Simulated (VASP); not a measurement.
Output of a VASP run:

OSZICAR:
```
...
DAV:   2     0.808758567187E+00   -0.22943E+03   -0.22411E+03  1032   0.336E+02
DAV:   3    -0.116522481249E+02   -0.12461E+02   -0.12426E+02  1104   0.788E+01
DAV:   4    -0.117595164528E+02   -0.10727E+00   -0.10723E+00  1008   0.717E+00
DAV:   5    -0.117604603568E+02   -0.94390E-03   -0.94386E-03  1128   0.620E-01    0.818E+00
DAV:   6    -0.110216307690E+02    0.73883E+00   -0.16890E+00  1074   0.125E+01    0.645E+00
DAV:   7    -0.109908929311E+02    0.30738E-01   -0.56601E-01  1038   0.413E+00    0.262E+00
DAV:   8    -0.109899443697E+02    0.94856E-03   -0.59559E-02   996   0.268E+00    0.356E-01
DAV:   9    -0.109897865511E+02    0.15782E-03   -0.93108E-03  1050   0.120E+00    0.114E-01
DAV:  10    -0.109899378623E+02   -0.15131E-03   -0.96748E-04  1026   0.369E-01    0.773E-02
DAV:  11    -0.109900634208E+02   -0.12556E-03   -0.32008E-04   966   0.122E-01    0.237E-02
DAV:  12    -0.109900337963E+02    0.29625E-04   -0.13085E-04  1144   0.116E-01    0.742E-03
DAV:  13    -0.109900375552E+02   -0.37590E-05   -0.19855E-05   984   0.250E-02    0.886E-03
DAV:  14    -0.109900370352E+02    0.51999E-06   -0.15195E-06  1110   0.733E-03    0.423E-03
DAV:  15    -0.109900373384E+02   -0.30313E-06   -0.26702E-07  1008   0.271E-03    0.420E-04
DAV:  16    -0.109900373628E+02   -0.24486E-07   -0.34077E-08   650   0.943E-04
   1 F= -.95067734E+01 E0= -.95067734E+01  d E =-.950677E+01
       N       E                     dE             d eps       ncg     rms          rms(c)
DAV:   1    -0.116580628543E+02   -0.66803E+00   -0.15547E+01   978   0.416E+01    0.576E+00
DAV:   2    -0.110105867095E+02    0.64748E+00   -0.19107E+00   942   0.179E+01    0.182E+00
DAV:   3    -0.109495248010E+02    0.61062E-01   -0.21610E-01   960   0.375E+00    0.162E+00
DAV:   4    -0.109432738483E+02    0.62510E-02   -0.15361E-02   954   0.113E+00    0.280E-01
DAV:   5    -0.109421210470E+02    0.11528E-02   -0.55725E-03  1068   0.891E-01    0.186E-01
DAV:   6    -0.109422065724E+02   -0.85525E-04   -0.62435E-04   972   0.203E-01    0.344E-02
DAV:   7    -0.109422064417E+02    0.13068E-06   -0.21379E-05  1092   0.512E-02    0.239E-02
DAV:   8    -0.109422080658E+02   -0.16241E-05   -0.78204E-06   948   0.135E-02    0.408E-03
DAV:   9    -0.109422084773E+02   -0.41152E-06   -0.63064E-07   984   0.697E-03    0.183E-03
DAV:  10    -0.109422086965E+02   -0.21916E-06   -0.23589E-07   780   0.279E-03    0.399E-04
DAV:  11    -0.109422087141E+02   -0.17598E-07   -0.18582E-08   714   0.870E-04
   2 F= -.95254232E+01 E0= -.95254232E+01  d E =-.186498E-01
       N       E                     dE             d eps       ncg     rms          rms(c)
DAV:   1    -0.110108109352E+02   -0.68602E-01   -0.10864E+00   978   0.114E+01    0.167E+00
DAV:   2    -0.109678927567E+02    0.42918E-01   -0.11605E-01   942   0.437E+00    0.565E-01
DAV:   3    -0.109632608154E+02    0.46319E-02   -0.12805E-02   978   0.983E-01    0.509E-01
DAV:   4    -0.109624765031E+02    0.78431E-03   -0.11235E-03   948   0.215E-01    0.853E-02
DAV:   5    -0.109623812515E+02    0.95252E-04   -0.40681E-04  1074   0.235E-01    0.271E-02
DAV:   6    -0.109623829355E+02   -0.16840E-05   -0.42523E-05   954   0.593E-02    0.864E-03
DAV:   7    -0.109623834871E+02   -0.55157E-06   -0.12192E-06  1038   0.750E-03    0.270E-03
DAV:   8    -0.109623837381E+02   -0.25103E-06   -0.27783E-07   804   0.462E-03    0.673E-04
DAV:   9    -0.109623838134E+02   -0.75302E-07   -0.51452E-08   692   0.157E-03
   3 F= -.95283181E+01 E0= -.95283181E+01  d E =-.215446E-01
```

**OUTCAR**
```
------------------------ aborting loop because EDIFF is reached ----------------------------------------
  FORCE on cell =-STRESS in cart. coord.  units (eV):
  Direction    XX          YY          ZZ          XY          YZ          ZX
  --------------------------------------------------------------------------------------
  Total        1.4181914      1.4181912      1.4709102      0.0000000      0.0000000      0.0000000
  in kB       19.7786108     19.7786082     20.5138457      0.0000000      0.0000000      0.0000000
  external PRESSURE =       0.0236882 kB  Pullay stress =      20.0000000 kB
  volume of cell :      114.88
      direct lattice vectors                 reciprocal lattice vectors
     2.166832923 -3.753064466  0.000000000     0.230751524 -0.133224464  0.000000000
     2.166832923  3.753064466  0.000000000     0.230751524  0.133224464  0.000000000
     0.000000000  0.000000000  7.063308901     0.000000000  0.000000000  0.141576705
  FREE ENERGIE OF THE ION-ELECTRON SYSTEM (eV)
  ---------------------------------------------------
  free  energy   TOTEN  =       -10.9623838134 eV

  energy  without entropy=      -10.9623838134  energy(sigma->0) =      -10.96238381
  enthalpy is  TOTEN    =        -9.5283180801 eV   P V=        1.4340657333

 reached required accuracy - stopping structural energy minimisation
```
(Selected blocks of OUTCAR.)

File POSCAR:
```
CdSe
1
    2.1922128721    -3.7970238252     0.0000000000
    2.1922128721     3.7970238252     0.0000000000
    0.0000000000     0.0000000000     7.1374483480
Cd Se
2 2
Direct
  0.6666670000   0.3333330000   0.5001024707
  0.3333330000   0.6666670000   0.0001024707
  0.6666670000   0.3333330000   0.8758975293
  0.3333330000   0.6666670000   0.3758975293
```

Question: Reconstruct the remaining input files.

Answer: Several could match; the one computed here: the input of the run itself, PBE GGA, plane waves, VASP's PBE PAW potentials (set 64).

**KPOINTS**
```
Automatic mesh
0
Gamma
6 6 4
0 0 0
```

INCAR:
```
! general
SYSTEM =CdSe
PREC   =Accurate
ENCUT  =480
LREAL  =F
LASPH  =T

! electronic loop
EDIFF  =1E-7
NELM   =100
ALGO   =Normal
LMAXMIX=4

! smearing
ISMEAR =0
SIGMA  =0.05

! functional
GGA    =PE

! ions
IBRION =2
NSW    =40
ISIF   =3
EDIFFG =-0.01
PSTRESS=20

! output
LWAVE  =F
LCHARG =F
```

POTCAR, in this order: Cd Se (PBE.64 set). Program: vasp_std.

Energy and stress use the plane-wave basis of the starting cell.

The compound is CdSe in the wurtzite structure. This run relaxes it under an external pressure of 2 GPa. Symmetry was kept, so distortions that lower it aren't found.
